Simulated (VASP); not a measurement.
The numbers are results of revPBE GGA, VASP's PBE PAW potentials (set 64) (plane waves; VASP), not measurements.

A VASP calculation is set up with these files.

**INCAR**
```
# general
SYSTEM=LiCl
PREC  =Accurate
ENCUT =520
LREAL =.False.
LASPH =.True.

# electronic loop
EDIFF =1E-6
NELM  =100
ALGO  =Normal

# smearing
ISMEAR=0
SIGMA =0.05

# functional
GGA   =RE

# ions
IBRION=2
NSW   =60
ISIF  =3
EDIFFG=-0.01

# output
LWAVE =.False.
LCHARG=.False.
```

### KPOINTS
```
Automatic
0
Gamma
 8 8 8
0 0 0
```

File POSCAR:
```
LiCl
1
    0.0000000000     2.6203265293     2.6203265293
    2.6203265293    -0.0000000000     2.6203265293
    2.6203265293     2.6203265293    -0.0000000000
Li Cl
1 1
Direct
  0.0000000000   0.0000000000   0.0000000000
  0.5000000000   0.5000000000   0.5000000000
```

POTCAR, in this order: Li_sv Cl (PBE.64 set). Program: vasp_std.

What VASP printed:

File OSZICAR:
```
       N       E                     dE             d eps       ncg     rms          rms(c)
DAV:   1     0.416047056532E+02    0.41605E+02   -0.41420E+03   522   0.100E+03
DAV:   2    -0.510170430630E+01   -0.46706E+02   -0.45691E+02   689   0.164E+02
DAV:   3    -0.705096530265E+01   -0.19493E+01   -0.19473E+01   671   0.389E+01
DAV:   4    -0.708338743745E+01   -0.32422E-01   -0.32382E-01   780   0.521E+00
DAV:   5    -0.708394388874E+01   -0.55645E-03   -0.55635E-03   697   0.528E-01    0.252E+00
DAV:   6    -0.700722449564E+01    0.76719E-01   -0.20436E-01   590   0.271E+00    0.188E+00
DAV:   7    -0.701611766141E+01   -0.88932E-02   -0.72720E-02   705   0.182E+00    0.102E+00
DAV:   8    -0.702428268349E+01   -0.81650E-02   -0.14712E-02   566   0.106E+00    0.148E-01
DAV:   9    -0.702433820415E+01   -0.55521E-04   -0.40424E-04   749   0.179E-01    0.601E-02
DAV:  10    -0.702450918279E+01   -0.17098E-03   -0.34650E-04   547   0.170E-01    0.336E-02
DAV:  11    -0.702452461061E+01   -0.15428E-04   -0.93952E-06   764   0.317E-02    0.468E-03
DAV:  12    -0.702452757211E+01   -0.29615E-05   -0.93902E-07   564   0.928E-03    0.286E-03
DAV:  13    -0.702452757036E+01    0.17468E-08   -0.33463E-07   530   0.535E-03
   1 F= -.70245276E+01 E0= -.70245276E+01  d E =-.702453E+01
```

### OUTCAR
```
------------------------ aborting loop because EDIFF is reached ----------------------------------------
  FORCE on cell =-STRESS in cart. coord.  units (eV):
  Direction    XX          YY          ZZ          XY          YZ          ZX
  --------------------------------------------------------------------------------------
  Total       -0.0108541     -0.0108541     -0.0108541      0.0000000      0.0000000     -0.0000000
  in kB       -0.4832914     -0.4832914     -0.4832914      0.0000000      0.0000000     -0.0000000
  external PRESSURE =      -0.4832914 kB  Pullay stress =       0.0000000 kB
  volume of cell :       35.98
      direct lattice vectors                 reciprocal lattice vectors
     0.000000000  2.620326529  2.620326529    -0.190815913  0.190815913  0.190815913
     2.620326529  0.000000000  2.620326529     0.190815913 -0.190815913  0.190815913
     2.620326529  2.620326529  0.000000000     0.190815913  0.190815913 -0.190815913
  FREE ENERGIE OF THE ION-ELECTRON SYSTEM (eV)
  ---------------------------------------------------
  free  energy   TOTEN  =        -7.0245275704 eV

  energy  without entropy=       -7.0245275704  energy(sigma->0) =       -7.02452757

 reached required accuracy - stopping structural energy minimisation
```
(Selected blocks of OUTCAR.)

The compound is LiCl in the rock salt structure. It was relaxed first, which changed the volume by +6 %. The start is the result of an earlier pass.
